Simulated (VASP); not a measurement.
```
GaN
1.0
    0.00000     2.23654     2.23654
    2.23654     0.00000     2.23654
    2.23654     2.23654     0.00000
Ga N
1 1
Cartesian
  0.00000   0.00000   0.00000
  1.11827   1.11827   1.11827
```

Method: revTPSS meta-GGA, VASP's PBE PAW potentials (set 64) (plane waves; VASP). Settings: 520 eV cut-off, 10×10×10 Γ-centred mesh, Gaussian smearing of 0.050 eV, potentials Ga_d N.

Q: Give the stress tensor in GPa (positive for a compressed cell).

A: 
```
6.27  0.00  0.00
0.00  6.27  0.00
0.00  0.00  6.27
```
The pressure is its mean diagonal, 6.27 GPa.

The compound is GaN in the zinc blende structure, a metastable form; wurtzite is the usual one. This cell is one point of a volume scan, at 0.97 of the reference volume.
